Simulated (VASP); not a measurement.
OSZICAR of a VASP run on BN (space group P6_3/mmc):

OSZICAR:
```
       N       E                     dE             d eps       ncg     rms          rms(c)
DAV:   1     0.411333433662E+02    0.41133E+02   -0.74789E+03  1032   0.101E+03
DAV:   2    -0.399226854132E+02   -0.81056E+02   -0.72449E+02  1480   0.224E+02
DAV:   3    -0.429216682263E+02   -0.29990E+01   -0.29795E+01  1276   0.449E+01
DAV:   4    -0.429452598572E+02   -0.23592E-01   -0.23574E-01  1256   0.441E+00
DAV:   5    -0.429455650517E+02   -0.30519E-03   -0.30513E-03  1276   0.490E-01    0.116E+01
DAV:   6    -0.390738098361E+02    0.38718E+01   -0.89122E+00  1144   0.244E+01    0.532E+00
DAV:   7    -0.386183222034E+02    0.45549E+00   -0.59231E-01  1276   0.613E+00    0.316E+00
DAV:   8    -0.384936933245E+02    0.12463E+00   -0.34905E-01  1188   0.454E+00    0.384E-01
DAV:   9    -0.384904215618E+02    0.32718E-02   -0.12465E-02  1208   0.959E-01    0.188E-01
DAV:  10    -0.384904040080E+02    0.17554E-04   -0.44444E-04  1272   0.208E-01    0.276E-02
DAV:  11    -0.384904158679E+02   -0.11860E-04   -0.43408E-05  1212   0.582E-02    0.204E-02
DAV:  12    -0.384904136212E+02    0.22466E-05   -0.12795E-05  1228   0.294E-02    0.123E-03
DAV:  13    -0.384904136968E+02   -0.75552E-07   -0.40767E-07   744   0.538E-03
   1 F= -.38490414E+02 E0= -.38490414E+02  d E =-.169878E-10
```

Problem. Which electronic solver shows in the log?

Solution. It is blocked Davidson (ALGO = Normal, or the opening steps of other solvers). The INCAR had ALGO = Normal.

Problem. Can the final energy be trusted as converged?

Solution. The run converged. It stopped with EDIFF = 1E-6, NELM = 100 (LDA (Ceperley-Alder, Perdew-Zunger), plane waves, VASP's LDA PAW potentials (set 64)).

The structure is a typed BN crystal (P6_3/mmc). The cell was not relaxed at this level. The run is one of a series of settings (GGA removed, POTCAR B N (LDA.64 set) against the base run), some of them coarse on purpose.
